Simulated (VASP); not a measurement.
Consider the following.

```
CELL_PARAMETERS angstrom
      0.00000     2.58616     2.58616
      2.58616     0.00000     2.58616
      2.58616     2.58616     0.00000
ATOMIC_POSITIONS crystal
  K  0.00000 0.00000 0.00000
  F  0.50000 0.50000 0.50000
```

Level of theory: LDA (Ceperley-Alder, Perdew-Zunger), VASP's LDA PAW potentials (set 64) (plane waves; VASP 6.6.1). Settings: 520 eV cut-off, 9×9×9 Γ-centred mesh, Gaussian smearing of 0.010 eV, potentials K_sv F.

Question: Give the electronic dielectric tensor ε∞ (DFPT, local fields included).

Answer: 
```
2.09  0.00  0.00
0.00  2.09  0.00
0.00  0.00  2.09
```

Question: Give the Born effective charges.

Answer: 
```tsv
atom	Z*xx	Z*yy	Z*zz	mean
K1	1.15	1.15	1.15	1.15
F2	-1.15	-1.15	-1.15	-1.15
```

Question: And the static tensor with the ions free?

Answer: 
```
5.34  0.00  0.00
0.00  5.34  0.00
0.00  0.00  5.34
```

Question: Which frequencies do the optical Γ-point modes have (no LO-TO splitting)?

Answer: 213 (×3) cm⁻¹.

The structure comes from a computed database's KF entry (Fm-3m); how it stands against other phases isn't given here. It was relaxed first, which changed the volume by -8 %.
